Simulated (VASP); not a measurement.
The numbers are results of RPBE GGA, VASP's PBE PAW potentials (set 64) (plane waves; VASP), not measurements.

Input for VASP

File KPOINTS:
```
kpoints
0
Gamma
 10 10 10
```

File POSCAR:
```
Ca
1
   -0.0000000000     2.8104997808     2.8104997808
    2.8104997808     0.0000000000     2.8104997808
    2.8104997808     2.8104997808    -0.0000000000
Ca
1
Direct
  0.0000000000   0.0000000000   0.0000000000
```

INCAR:
```
ALGO=Normal
EDIFF=1E-6
EDIFFG=-0.01
ENCUT=520
GGA=RP
IBRION=2
ISIF=3
ISMEAR=1
LASPH=.True.
LCHARG=.False.
LREAL=.False.
LWAVE=.False.
NELM=100
NSW=60
PREC=Accurate
SIGMA=0.1
SYSTEM=Ca
```

POTCAR, in this order: Ca_sv (PBE.64 set). Program: vasp_std.

Output

File OSZICAR:
```
       N       E                     dE             d eps       ncg     rms          rms(c)
DAV:   1     0.603427759076E+02    0.60343E+02   -0.50084E+03   846   0.982E+02
DAV:   2    -0.414581271418E+00   -0.60757E+02   -0.60478E+02   870   0.222E+02
DAV:   3    -0.169829745730E+01   -0.12837E+01   -0.12784E+01  1294   0.333E+01
DAV:   4    -0.174659883042E+01   -0.48301E-01   -0.48233E-01  1288   0.507E+00
DAV:   5    -0.174942432518E+01   -0.28255E-02   -0.28262E-02  1348   0.559E-01    0.232E+00
DAV:   6    -0.174661126995E+01    0.28131E-02   -0.13342E-02  1078   0.146E+00    0.143E+00
DAV:   7    -0.174737151728E+01   -0.76025E-03   -0.20379E-02  1046   0.198E+00    0.112E-01
DAV:   8    -0.174686233929E+01    0.50918E-03   -0.25002E-03  1054   0.542E-01    0.231E-02
DAV:   9    -0.174688452091E+01   -0.22182E-04   -0.15205E-04  1323   0.993E-02    0.881E-03
DAV:  10    -0.174688513955E+01   -0.61864E-06   -0.13208E-05  1081   0.421E-02    0.153E-03
DAV:  11    -0.174688426670E+01    0.87285E-06   -0.76850E-07  1018   0.959E-03
   1 F= -.17468843E+01 E0= -.17470199E+01  d E =-.174688E+01
```

### OUTCAR
```
------------------------ aborting loop because EDIFF is reached ----------------------------------------
  FORCE on cell =-STRESS in cart. coord.  units (eV):
  Direction    XX          YY          ZZ          XY          YZ          ZX
  --------------------------------------------------------------------------------------
  Total       -0.0011985     -0.0011985     -0.0011985      0.0000000     -0.0000000      0.0000000
  in kB       -0.0432478     -0.0432478     -0.0432478      0.0000000     -0.0000000      0.0000000
  external PRESSURE =      -0.0432478 kB  Pullay stress =       0.0000000 kB
  volume of cell :       44.40
      direct lattice vectors                 reciprocal lattice vectors
     0.000000000  2.810499781  2.810499781    -0.177904301  0.177904301  0.177904301
     2.810499781  0.000000000  2.810499781     0.177904301 -0.177904301  0.177904301
     2.810499781  2.810499781  0.000000000     0.177904301  0.177904301 -0.177904301
 POSITION                                       TOTAL-FORCE (eV/Angst)
 -----------------------------------------------------------------------------------
      0.00000      0.00000      0.00000         0.000000     -0.000000     -0.000000
 -----------------------------------------------------------------------------------
    total drift:                               -0.000000     -0.000000     -0.000000
  FREE ENERGIE OF THE ION-ELECTRON SYSTEM (eV)
  ---------------------------------------------------
  free  energy   TOTEN  =        -1.7468842667 eV

  energy  without entropy=       -1.7472911442  energy(sigma->0) =       -1.74701989

 reached required accuracy - stopping structural energy minimisation
```
(Selected blocks of OUTCAR.)

The compound is Ca in the fcc structure. It was relaxed first. The start is the result of an earlier pass.
